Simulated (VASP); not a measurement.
The system is SiC3.

```
CELL_PARAMETERS angstrom
2.76792 0.00000 0.00000
0.00000 2.76792 0.00000
0.00000 0.00000 3.91443
ATOMIC_POSITIONS crystal
C 0.50000 0.00000 0.75000
C 0.50000 0.50000 0.00000
C 0.00000 0.50000 0.25000
Si 0.00000 0.00000 0.50000
```

The cell was built by a generator and needn't be a form met in nature.

* Program: VASP 6.6.1
* Task: relaxation of cell and atoms
* Functional: PBE
* Potentials or basis: VASP PAW PBE potentials, release 64 (C, Si)
* Cutoff: 600 eV
* k mesh: 8 × 8 × 6
* Occupations: fermi-dirac, width 0.02 eV
* Spin: no spin polarisation

At the start: pressure 41.5 GPa; volume 7.50 Å³/atom.

Problem. Where does the relaxation end?

Solution. Over 11 steps the energy falls by 334.5 meV/atom and the volume is 8.07 Å³/atom (+7.7 %); space group P-4m2 (No. 115, to 0.05 Å).

Step by step:
```
step  energy change (eV)  largest force (eV/Å)  pressure (GPa)  volume (Å³)
   1              0.0000                7.3836           41.46        29.99
   2              1.4323                6.3774          -33.58        39.22
   3             -1.2699                0.2282           -5.39        33.09
   4             -1.2773                0.1426           -3.34        32.88
   5             -1.2778                0.2733           -2.60        32.80
   6             -1.3368                0.0644           -0.61        32.37
   7             -1.3377                0.1111           -0.30        32.31
   8             -1.3377                0.1086            0.44        32.25
   9             -1.3380                0.0006            0.07        32.28
  10             -1.3380                0.0027            0.06        32.28
  11             -1.3380                0.0000           -0.04        32.29
```

Final structure:
```
C Si
1.0
     2.80260    0.00000    0.00000
     0.00000    2.80260    0.00000
     0.00000    0.00000    4.11127
C Si
3 1
Direct
  0.50000 0.00000 0.78799
  0.50000 0.50000 0.00000
  0.00000 0.50000 0.21201
  0.00000 0.00000 0.50000
```
